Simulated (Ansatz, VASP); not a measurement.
# MoS2 in two plane-wave programs

Aim: how closely do two programs agree when they are given the same cell, functional and k mesh? The structure shown is the start of the Ansatz relaxation below; VASP solves that cell, so the two are compared at the walk's first step.

Method: plane waves, with VASP 6.6.1 beside it; PBEsol, in Ansatz 0.2.0.

### 1. The structure

Symmetry: P6_3/mmc, No. 194, hexagonal system. The conventional cell has a = 3.126 Å, b = 3.126 Å, c = 12.516 Å, α = 90.00°, β = 90.00°, γ = 120.00°. Nearest to Mo lie 6 S at 2.38 Å. S has 3 Mo at 2.38 Å nearest. Farther neighbours and most contacts between anions are not listed.

### 2. Ansatz: relaxation, PBEsol

Ansatz runs on its PAW soft_1 files.

The two programs are compared at the cell with which this relaxation starts, whose forces are those of its first step.

input.yaml

```yaml
crystal:
  lattice:
    - [3.1257322853, 0.0, 0.0]
    - [-1.5628661426, 2.7069635645, 0.0]
    - [0.0, 0.0, 12.5159043066]
  atoms:
    - { symbol: Mo, position: [0.3333333333, 0.6666666667, 0.25] }
    - { symbol: Mo, position: [0.6666666667, 0.3333333333, 0.75] }
    - { symbol: S, position: [0.3333333333, 0.6666666667, 0.6260580064] }
    - { symbol: S, position: [0.6666666667, 0.3333333333, 0.1260580064] }
    - { symbol: S, position: [0.3333333333, 0.6666666667, 0.8739419936] }
    - { symbol: S, position: [0.6666666667, 0.3333333333, 0.3739419936] }
kpoints:
  mp_grid: { grid: [12, 12, 4] }
hamiltonian:
  xc: pbesol
  pseudopotentials: { kind: paw, azcp: { folder: soft_1 }, xc_functional: pbe }
scf:
  occupations: { method: fixed }
  lower_state_search: "off"
output:
  forces: true
  stress: true
  eigenvalues: true
relax:
  adjacent_minimum: "off"
  f_tol: 0.001
  max_steps: 60
  cell: { stress_tol: 0.01, fix: [volume] }
```

On the command line:

```sh
> ansatz run input.yaml --threads 18 --pin off --max-ram 92160MiB --backend cuda --events-out ev --progress --plain --runs-dir out
```

Numbers of over 12 decimals in the logs are rounded to 6 here.

The log of the run:

```text
Engine: ansatz 0.2.0, aarch64-unknown-linux-gnu
Pseudopotentials: kind: paw
Pseudopotential: Mo, paw, valence charge 14, recommended cutoff 420 eV (normal), soft_1/Mo.paw.azcp
Pseudopotential: S, paw, valence charge 6, recommended cutoff 420 eV (normal), soft_1/S.paw.azcp
Functional definition: PBEsol
  exchange = pbesol_x
  correlation = pbesol_c
[...]
Crystal: 6 atoms, lattice volume = 105.900 Å³
Basis set: ecut = 420 eV, 2033 PW (Γ), exchange–correlation on 48×48×180 points (8 copies of the dense FFT grid, shifted against one another)
Bands: 32, of which v1, the nominal top of the filled ones, is band 26 counted from 1 (25 counted from 0)
Symmetry: 24 space group operations
Space group: P63/mmc (ITA 194), of the structure as read, at distance tolerance 4.7e-5 Å
k-points: 57 of 576
Non-local potential: Mo, projectors of the file, l = 0: 3, l = 1: 2, l = 2: 2, l = 3: 1
Non-local potential: S, projectors of the file, l = 0: 2, l = 1: 2, l = 2: 1
PAW form: soft (Blöchl's): semilocal exchange-correlation on the pseudo side does not see the compensation charge
PAW frozen core: Mo, regenerated for the run's functional, and the local potential with it (the file was generated under x = pbe(κ = 0.804, μ = 0.219515), c = pbe(β = 0.066725))
PAW frozen core: S, regenerated for the run's functional, and the local potential with it (the file was generated under x = pbe(κ = 0.804, μ = 0.219515), c = pbe(β = 0.066725))
PAW one-centre angular grid: Mo, 590 points (default); XC on 64 Gauss nodes
PAW one-centre angular grid: S, 110 points (default); XC on 64 Gauss nodes
Initial density: superposition of atomic densities (chi_scale 0.1, normalization cell, long waves kept (reshape's long-wave potential 0.08 eV rms))
Initial wavefunctions: pseudopotential atomic-orbital guess
[...]
Functional: x = pbesol(κ = 0.804, μ = 0.123457), c = pbesol(β = 0.046)
SCF iter   1: F=—  HF=-13342.042921 eV  |F-HF|=—  |Δ(HF+E_count)|=         —  Δρ=5.99e-2  dr2=4.86e0  ethr=3.10e-3  ⟨swp⟩=5.4  Hψ=8331  notcnv=0  defer=140
preconditioner: auto → Resta (q_TF=auto, 2.423 Å⁻¹)  ε∞=7.7  [insulator: Δε(μ)=0.863 eV  Ē_g=8.336 eV  n_scr=26 (ndim 8)  ℏωp=21.7 eV  f_vac=0.003  ε∞_Penn≈7.7]
SCF iter   2: F=—  HF=-13340.814806 eV  |F-HF|=—  |Δ(HF+E_count)|=    1.23e0  Δρ=2.68e-2  dr2=1.76e0  ethr=3.10e-3  ⟨swp⟩=3.7  Hψ=4084  notcnv=0  defer=129
[...]
SCF iter   9: F=-13340.393242 eV  HF=-13340.393242 eV  |F-HF|=3.84e-10  |Δ(HF+E_count)|=   8.63e-8  Δρ=1.55e-6  dr2=1.90e-9  ethr=1.92e-10  ⟨swp⟩=11.0  Hψ=10612  notcnv=0
SCF 1 converged in 9 iterations: F = -13340.393242 eV  dr2 = 1.90e-9
  greatest PAW one-centre occupation: 0.999 electrons in one spin orbital (limit 2), on the Mo atom at site 0 (counted from 0), in its partial waves of l = 0
relax step   1: F+E_penalty+E_count = -13340.39324177 eV  Δ(F+E_penalty+E_count) = +0.000e0 eV  max|allowed force component| = 2.609e-1 eV/Å  Δτ_max = 0.0000 Å  P = +2.398 GPa  Ω = 105.900 Å³  fix = [volume]  reactions: volume +2.398 GPa  (9 SCF iters, dr2 threshold 1.00e-7 eV, accepted)
[...]
relax step   2: F+E_penalty+E_count = -13340.40309036 eV  Δ(F+E_penalty+E_count) = -9.849e-3 eV  max|allowed force component| = 4.301e-2 eV/Å  Δτ_max = 0.0249 Å  P = -0.015 GPa  Ω = 105.900 Å³  fix = [volume]  reactions: volume -0.015 GPa  (6 SCF iters, dr2 threshold 6.00e-7 eV, accepted)
[...]
relax step   3: F+E_penalty+E_count = -13340.40343868 eV  Δ(F+E_penalty+E_count) = -3.483e-4 eV  max|allowed force component| = 5.266e-3 eV/Å  Δτ_max = 0.0039 Å  P = +0.345 GPa  Ω = 105.900 Å³  energy of the carried Pulay correction = +6.798e-18 eV  fix = [volume]  reactions: volume +0.345 GPa  (5 SCF iters, dr2 threshold 1.16e-7 eV, accepted)
[...]
relax step   4: F+E_penalty+E_count = -13340.40344228 eV  Δ(F+E_penalty+E_count) = -3.592e-6 eV  max|allowed force component| = 3.351e-3 eV/Å  Δτ_max = 0.0001 Å  P = +0.362 GPa  Ω = 105.900 Å³  fix = [volume]  reactions: volume +0.362 GPa  (5 SCF iters, dr2 threshold 4.97e-9 eV, accepted)
[...]
relax step   5: F+E_penalty+E_count = -13340.40344419 eV  Δ(F+E_penalty+E_count) = -1.913e-6 eV  max|allowed force component| = 3.996e-6 eV/Å  Δτ_max = 0.0001 Å  P = +0.354 GPa  Ω = 105.900 Å³  energy of the carried Pulay correction = +1.360e-17 eV  fix = [volume]  reactions: volume +0.354 GPa  (4 SCF iters, dr2 threshold 1.68e-9 eV, accepted)
[...]
relax step   6: F+E_penalty+E_count = -13340.40344537 eV  Δ(F+E_penalty+E_count) = -1.179e-6 eV  max|allowed force component| = 1.666e-5 eV/Å  Δτ_max = 0.0000 Å  P = +0.354 GPa  Ω = 105.900 Å³  fix = [volume]  reactions: volume +0.354 GPa  stress off target by 2.05e-3 GPa on what of the cell is left free  SCF on the basis re-selected at this cell (its energy is not comparable with the rows above)  (7 SCF iters)
basis re-selected at this cell: Δ(F+E_penalty+E_count) = -1.179e-6 eV, ΔP = -0.000 GPa vs the last step (what re-selecting the basis moved, of the pressure what is left beyond the Pulay correction that the steps carried, after the strain that the cell walked since its last selection, with what the two solves' SCF thresholds leave and, on support functions, any second-order correction that the steps lacked; it is no m [...]
SCF converged after 7 iterations
Free energy (F): -13340.403445 eV
Harris-Foulkes:  -13340.403445 eV  (|F-HF|=0.00e0)
Internal energy: -13340.403445 eV  (E = F + TS)
E sigma→0 (E₀):  -13340.403445 eV
Fermi energy:    10.939492 eV
--- Per-component energies (eV) ---
  E_band       = -308.538714
  E_kinetic    = 1270.340214
  E_local      = -3998.280441  (includes V_loc(G=0)·N_el)
  E_nonlocal   = 438.297408
  E_hartree    = 1556.087951
  E_xc         = -704.373027
  E_vxc        = -771.328313  (∫ρ·V_xc dr)
  E_paw        = -8677.298450  (= ΣΔE_a)
  E_vpaw       = -359.743561  (= ΣTr[D̂ρ^β])
  E_aug_tail   = 0.000080  (compensation charges beyond the density's cutoff)
  E_ewald      = -3225.843578
  E_core_change = 0.666397  (= ΣΔE_core)
  E_smearing   = -0.000000  (= −TS)
  E_closure    = 0.000000  (closes the sum)
  Σ components = -13340.403445   (vs F -13340.403445, Δ=0.00e0)
--- Forces (eV/Å), atoms counted from 1 ---
  atom   1  Mo    -0.00000000     0.00000000     0.00000000
  atom   2  Mo     0.00000000    -0.00000000    -0.00000000
  atom   3  S     -0.00000000     0.00000000     0.00001666
  atom   4  S      0.00000000    -0.00000000     0.00001666
  atom   5  S     -0.00000000     0.00000000    -0.00001666
  atom   6  S     -0.00000000    -0.00000000    -0.00001666
  max |Σ_I F_I| component: 1.16e-17 eV/Å
--- Stress (GPa, compression-positive) ---
        0.355085      -0.000000       0.000000
       -0.000000       0.355085      -0.000000
        0.000000      -0.000000       0.352009
  P = ⅓ Tr σ = 0.3541 GPa (3.541 kbar)
--- Band table (eV; the first three rows and the last of 57) ---
  k-point 0: bands = [... 22 lower, 8.8565, 9.6826, 9.7312, 10.9395, 13.1727, 13.1727, 13.1962, 13.1962, ... 2 higher]
  k-point 1: bands = [... 22 lower, 8.8508, 9.0307, 10.2598, 10.8688, 13.1736, 13.1736, 13.1888, 13.1888, ... 2 higher]
  k-point 2: bands = [... 22 lower, 8.8370, 8.8370, 10.6476, 10.6476, 13.1784, 13.1784, 13.1784, 13.1784, ... 2 higher]
  k-point 56: bands = [... 22 lower, 8.0798, 8.0798, 10.2758, 10.2758, 12.1111, 12.1111, 13.2591, 13.2591, ... 2 higher]
--- Relaxed structure (5 steps of the walk, 5 accepted, 1 SCFs on fresh bases) ---
  F+E_penalty+E_count = -13340.40344537 eV   max|allowed force component| = 1.666e-5 eV/Å   (the final SCF, on the basis selected at the relaxed cell)
  cell:  # Å, volume = 105.9001 Å³
    - [3.138351, -2.8984036340062968e-11, 0]
    - [-1.569175, 2.717891, 0]
    - [0, 0, 12.415461]
  atoms:
    - { symbol: Mo, position: [0.333333, 0.666667, 0.25] }
    - { symbol: Mo, position: [0.666667, 0.333333, 0.75] }
    - { symbol: S, position: [0.333333, 0.666667, 0.624384] }
    - { symbol: S, position: [0.666667, 0.333333, 0.124384] }
    - { symbol: S, position: [0.333333, 0.666667, 0.875616] }
    - { symbol: S, position: [0.666667, 0.333333, 0.375616] }
```

### 3. VASP: single point, PBEsol, start cell, pair 1

The same cell, functional and mesh now go to VASP, with its own data sets.

Lines of VASP's logs that name or quote its potential files are left out, and so is its time.

INCAR

```
SYSTEM = MoS2
PREC = Accurate
ENCUT = 400
EDIFF = 1E-06
NELM = 120
ISMEAR = 0
SIGMA = 0.01
LREAL = .FALSE.
ALGO = Normal
GGA = PS
NBANDS = 32
LASPH = .TRUE.
LORBIT = 11
LWAVE = .FALSE.
LCHARG = .FALSE.
ISIF = 2
GGA_COMPAT = .FALSE.
EFERMI = MIDGAP
KPAR = 2
```

POSCAR

```
MoS2
1.0
    3.1257320000      0.0000000000      0.0000000000
   -1.5628660000      2.7069640000      0.0000000000
    0.0000000000      0.0000000000     12.5159040000
Mo S
2 4
Direct
    0.3333331486      0.6666664820      0.2500000000
    0.6666664820      0.3333331486      0.7500000000
    0.3333331486      0.6666664820      0.6260580139
    0.6666664820      0.3333331486      0.1260580139
    0.3333331486      0.6666664820      0.8739419861
    0.6666664820      0.3333331486      0.3739419861
```

KPOINTS

```
Automatic mesh
0
Gamma
12 12 4
0 0 0
```

Potentials, in the order of the species: Mo_sv and S (PBE family, release 64).

On the command line:

```sh
> mpirun -np 2 vasp_std
```

The log of the run:

```text
[banner, memory and clock lines left out]
running    2 mpi-ranks, on    1 nodes
 distrk:  each k-point on    1 cores,    2 groups
 distr:  one band on    1 cores,    1 groups

 POSCAR found type information on POSCAR MoS
 POSCAR found :  2 types and       6 ions
|                                                                             |
|               ----> ADVICE to this user running VASP <----                  |
|                                                                             |
|     You enforced a specific xc type in the INCAR file but a different       |
|     [... a line on the potential file left out ...]
|     I HOPE YOU KNOW WHAT YOU ARE DOING!                                     |
|                                                                             |

 LDA part: xc-table for (Slater+PW92), standard interpolation
 POSCAR, INCAR and KPOINTS ok, starting setup
 FFT: planning ... GRIDC
 FFT: planning ... GRID_SOFT
 FFT: planning ... GRID
 WAVECAR not read
 entering main loop
       N       E                     dE             d eps       ncg     rms          rms(c)
DAV:   1     0.380732006050E+03    0.38073E+03   -0.26315E+04  4128   0.126E+03
DAV:   2    -0.300639715493E+02   -0.41080E+03   -0.40020E+03  4616   0.353E+02
DAV:   3    -0.493375567983E+02   -0.19274E+02   -0.19126E+02  4648   0.693E+01
DAV:   4    -0.497078320320E+02   -0.37028E+00   -0.36944E+00  4456   0.100E+01
DAV:   5    -0.497182743340E+02   -0.10442E-01   -0.10438E-01  4680   0.150E+00    0.380E+01
DAV:   6    -0.475500075689E+02    0.21683E+01   -0.16993E+01  3984   0.233E+01    0.130E+01
DAV:   7    -0.472212511221E+02    0.32876E+00   -0.74519E+00  4064   0.143E+01    0.857E+00
DAV:   8    -0.468881380578E+02    0.33311E+00   -0.13204E+00  4376   0.660E+00    0.302E+00
DAV:   9    -0.468979895054E+02   -0.98514E-02   -0.14353E-01  4840   0.177E+00    0.137E+00
DAV:  10    -0.468896700042E+02    0.83195E-02   -0.55688E-02  4320   0.139E+00    0.285E-01
DAV:  11    -0.468895694265E+02    0.10058E-03   -0.27002E-03  4728   0.295E-01    0.147E-01
DAV:  12    -0.468895132750E+02    0.56152E-04   -0.24282E-04  4344   0.794E-02    0.828E-02
DAV:  13    -0.468895122587E+02    0.10162E-05   -0.21330E-04  4832   0.730E-02    0.183E-02
DAV:  14    -0.468895106229E+02    0.16358E-05   -0.22271E-05  4304   0.275E-02    0.202E-02
DAV:  15    -0.468895113667E+02   -0.74373E-06   -0.24230E-06  3848   0.714E-03
   1 F= -.46889511E+02 E0= -.46889511E+02  d E =0.000000E+00
```

From OUTCAR (step 3):

```text
ion  position               nearest neighbor table
   1  0.333  0.667  0.250-   4 2.38   6 2.38   4 2.38   6 2.38   4 2.38   6 2.38
   2  0.667  0.333  0.750-   3 2.38   5 2.38   3 2.38   5 2.38   3 2.38   5 2.38
   3  0.333  0.667  0.626-   2 2.38   2 2.38   2 2.38
   4  0.667  0.333  0.126-   1 2.38   1 2.38   1 2.38
   5  0.333  0.667  0.874-   2 2.38   2 2.38   2 2.38
   6  0.667  0.333  0.374-   1 2.38   1 2.38   1 2.38

  LATTYP: Found a hexagonal cell.
 ALAT       =     3.1257320000
 C/A-ratio  =     4.0041513476

 Subroutine GETGRP returns: Found 24 space group operations
 (whereof 12 operations were pure point group operations)

The static configuration has the point symmetry D_3d.
 The point group associated with its full space group is D_6h.

 Found     57 irreducible k-points:

   k-points           NKPTS =     57   k-points in BZ     NKDIM =     57   number of bands    NBANDS=     32

   dimension x,y,z NGX =    20 NGY =   20 NGZ =   84
   dimension x,y,z NGXF=    40 NGYF=   40 NGZF=  168

   ENCUT  =  400.0 eV  29.40 Ry    5.42 a.u.   5.10  5.10 20.41*2*pi/ulx,y,z

   NELECT =      52.0000    total number of electrons

 k-points in reciprocal lattice and weights: Automatic mesh
   0.00000000  0.00000000  0.00000000       0.002
   0.08333333  0.00000000  0.00000000       0.010
   0.16666667  0.00000000  0.00000000       0.010
   0.25000000  0.00000000  0.00000000       0.010
   0.33333333  0.00000000  0.00000000       0.010
   0.41666667  0.00000000  0.00000000       0.010
   0.50000000  0.00000000  0.00000000       0.005
   0.08333333  0.08333333  0.00000000       0.010
   0.16666667  0.08333333  0.00000000       0.021
[...]
0.33333333  0.25000000  0.50000000       0.021
   0.33333333  0.33333333  0.50000000       0.003

 average (electrostatic) potential at core
       1 -74.3457       2 -74.3457       3 -84.4074       4 -84.4074       5 -84.4074
       6 -84.4074

 E-fermi :   7.9590

 k-point     1 :       0.0000    0.0000    0.0000
  band No.  band energies     occupation
    ...
     22       5.3945      2.00000
     23       5.3945      2.00000
     24       6.1396      2.00000
     25       6.2901      2.00000
     26       7.4659      2.00000
     27       9.7829      0.00000
     28       9.7829      0.00000
     29       9.8027      0.00000
     30       9.8027      0.00000
     31      10.0173      0.00000
    ...

 k-point     2 :       0.0833    0.0000    0.0000
  band No.  band energies     occupation
    ...
     22       5.2197      2.00000
     23       5.4829      2.00000
     24       6.3054      2.00000
     25       6.3742      2.00000
     26       7.2889      2.00000
     27       9.6454      0.00000
     28       9.6828      0.00000
     29       9.7670      0.00000
     30       9.8720      0.00000
     31       9.8787      0.00000
    ...

 k-point     3 :       0.1667    0.0000    0.0000
  band No.  band energies     occupation
    ...
     22       4.8097      2.00000
     23       5.4734      2.00000
     24       6.2672      2.00000
     25       6.3212      2.00000
     26       6.7530      2.00000
     27       9.0925      0.00000
     28       9.5161      0.00000
     29       9.5702      0.00000
     30       9.6599      0.00000
     31       9.7472      0.00000
    ...

  Total        1.3452309      1.3452316      1.4667974      0.0000000      0.0000000      0.0000000
  in kB       20.3521818     20.3521921     22.1913775      0.0000000      0.0000000      0.0000000
  external PRESSURE =      20.9652505 kB  Pullay stress =       0.0000000 kB

  energy-cutoff  :      400.00
  volume of cell :      105.90
      direct lattice vectors                 reciprocal lattice vectors
     3.125732000  0.000000000  0.000000000     0.319925061  0.184708773  0.000000000
    -1.562866000  2.706964000  0.000000000     0.000000000  0.369417547  0.000000000
     0.000000000  0.000000000 12.515904000     0.000000000  0.000000000  0.079898344

 POSITION                                       TOTAL-FORCE (eV/Angst)
 -----------------------------------------------------------------------------------
     -0.00000      1.80464      3.12898         0.000000     -0.000000      0.000000
      1.56287      0.90232      9.38693        -0.000000      0.000000     -0.000000
     -0.00000      1.80464      7.83568        -0.000000     -0.000000     -0.262135
      1.56287      0.90232      1.57773         0.000000      0.000000     -0.262135
     -0.00000      1.80464     10.93817        -0.000000     -0.000000      0.262135
      1.56287      0.90232      4.68022         0.000000      0.000000      0.262135
 -----------------------------------------------------------------------------------
    total drift:                                0.001592      0.002758     -0.000000

  FREE ENERGIE OF THE ION-ELECTRON SYSTEM (eV)
  ---------------------------------------------------
  free  energy   TOTEN  =       -46.8895113667 eV

  energy  without entropy=      -46.8895113667  energy(sigma->0) =      -46.88951137

 total charge
# of ion       s       p       d       tot
------------------------------------------
    1        2.305   6.239   4.020  12.564
    2        2.305   6.239   4.020  12.564
    3        1.358   2.332   0.000   3.691
    4        1.358   2.332   0.000   3.691
    5        1.358   2.332   0.000   3.691
    6        1.358   2.332   0.000   3.691
--------------------------------------------------
tot         10.042  21.808   8.040  39.891

[... 3 further parts left out ...]
```

This run has no spin polarisation, so a moment on Mo, if there is one, isn't seen.

### 4. Comparison

Known differences besides the potentials themselves: fixed occupations in Ansatz, narrow Gaussian smearing in VASP; the cutoff is 420 eV in Ansatz and 400 eV in VASP; Ansatz makes its cores anew for this functional, VASP keeps those of its PBE data sets. Total energies have different zeros and are not compared.

Forces (eV/Å; atoms numbered as in POSCAR):

| atom | Ansatz x, y, z | VASP x, y, z |
| --- | --- | --- |
| Mo1 | 0.000, 0.000, 0.000 | 0.000, 0.000, 0.000 |
| Mo2 | 0.000, 0.000, 0.000 | 0.000, 0.000, 0.000 |
| S3 | 0.000, 0.000, -0.261 | 0.000, 0.000, -0.262 |
| S4 | 0.000, 0.000, -0.261 | 0.000, 0.000, -0.262 |
| S5 | 0.000, 0.000, 0.261 | 0.000, 0.000, 0.262 |
| S6 | 0.000, 0.000, 0.261 | 0.000, 0.000, 0.262 |

The forces differ by 0.6 meV/Å r.m.s., which is 0.5 % of the r.m.s. force of 0.124 eV/Å (both taken over all components).

### 5. Ansatz: relaxation, PBEsol

The two programs are compared at the cell with which this relaxation starts, whose forces are those of its first step. The cell compared in this pair holds 109.13 Å³, against 105.90 Å³ for the pair before.

The structure compared here is the start of the Ansatz relaxation; VASP solves that cell, so the two are compared at the walk's first step.

Changes to input.yaml since step 2:

```diff
@@ -2,5 +2,5 @@
   lattice:
-    - [3.1257322853, 0.0, 0.0]
-    - [-1.5628661426, 2.7069635645, 0.0]
-    - [0.0, 0.0, 12.5159043066]
+    - [3.1571487852, 0.0, 0.0]
+    - [-1.5785743926, 2.7341710515, 0.0]
+    - [0.0, 0.0, 12.6417007187]
   atoms:
```

On the command line:

```sh
> ansatz run input.yaml --threads 18 --pin off --max-ram 92160MiB --backend cuda --events-out ev --progress --plain --runs-dir out
```

The log of the run:

```text
[...]
Crystal: 6 atoms, lattice volume = 109.125 Å³
Basis set: ecut = 420 eV, 2095 PW (Γ), exchange–correlation on 48×48×180 points (8 copies of the dense FFT grid, shifted against one another)
Bands: 32, of which v1, the nominal top of the filled ones, is band 26 counted from 1 (25 counted from 0)
Symmetry: 24 space group operations
[...]
cell:  # Å, volume = 109.1255 Å³
    - [3.143630, 0.0, 0.0]
    - [-1.571815, 2.722463, 0.0]
    - [0.0, 0.0, 12.750666]
  atoms:
    - { symbol: Mo, position: [0.333333, 0.666667, 0.25] }
    - { symbol: Mo, position: [0.666667, 0.333333, 0.750000] }
    - { symbol: S, position: [0.333333, 0.666667, 0.627752] }
    - { symbol: S, position: [0.666667, 0.333333, 0.127752] }
    - { symbol: S, position: [0.333333, 0.666667, 0.872248] }
    - { symbol: S, position: [0.666667, 0.333333, 0.372248] }
[key lines of the parts left out:]
SCF converged after 6 iterations
Free energy (F): -13340.403903 eV
Fermi energy:    10.361548 eV
P = ⅓ Tr σ = -0.2357 GPa (-2.357 kbar)
```

(Part 1 of 2 ends here.)

[Lines on the potential files, build, host, timing and source positions are cut from VASP's logs without a mark.]

[Logs are printed without paths, hosts, clocks, repeated set-up lines and the standing remarks that a program may print on its own settings, such as how far it seeks lower states.]

[Hosts, paths, dates, database ids (printed as entryN), source tags and the programs' standing remarks are cut or masked in the printed files.]
